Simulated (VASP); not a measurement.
```xyz
2
Lattice="3.2500 0.0000 0.0000 0.0000 3.2500 0.0000 0.0000 0.0000 3.2500" Properties=species:S:1:pos:R:3 pbc="T T T"
In     1.6250     1.6250     1.6250
Pd     0.0000     0.0000     0.0000
```

These are PW91 GGA, VASP's PBE PAW potentials (set 64) (plane waves; VASP) values and carry that method's errors. Settings: 520 eV cut-off, 10×10×10 Γ-centred mesh, first-order Methfessel-Paxton smearing of 0.10 eV, potentials In_d Pd.

Energy and stress use the plane-wave basis of the starting cell.

Q: The ions, cell shape and volume are relaxed. What does this cell relax into?

A: 
```xyz
2
Lattice="3.3127 0.0000 0.0000 0.0000 3.3127 0.0000 0.0000 0.0000 3.3127" Properties=species:S:1:pos:R:3 pbc="T T T"
In     1.6563     1.6563     1.6563
Pd     0.0000     0.0000     0.0000
```
Space group Pm-3m (221), at a tolerance of 0.03 Å.

Q: How do energy and volume change from the first to the last step?

A: The energy (σ→0) changes by -21.4 meV/atom and the volume by +5.9 %, in 3 ionic steps.

```json
[
 {"step": "1", "E(σ→0) (eV)": "-8.7558", "max force (eV/Å)": "0.000", "pressure (GPa)": "7.25", "volume (Å³)": "34.33"},
 {"step": "2", "E(σ→0) (eV)": "-8.7664", "max force (eV/Å)": "0.000", "pressure (GPa)": "-4.99", "volume (Å³)": "38.33"},
 {"step": "3", "E(σ→0) (eV)": "-8.7985", "max force (eV/Å)": "0.000", "pressure (GPa)": "-0.01", "volume (Å³)": "36.35"}
]
```

The compound is PdIn in the CsCl type structure. This run relaxes it. Symmetry was kept, so distortions that lower it aren't found. The electron count is odd and the run is not spin-polarised, which forces a metal.
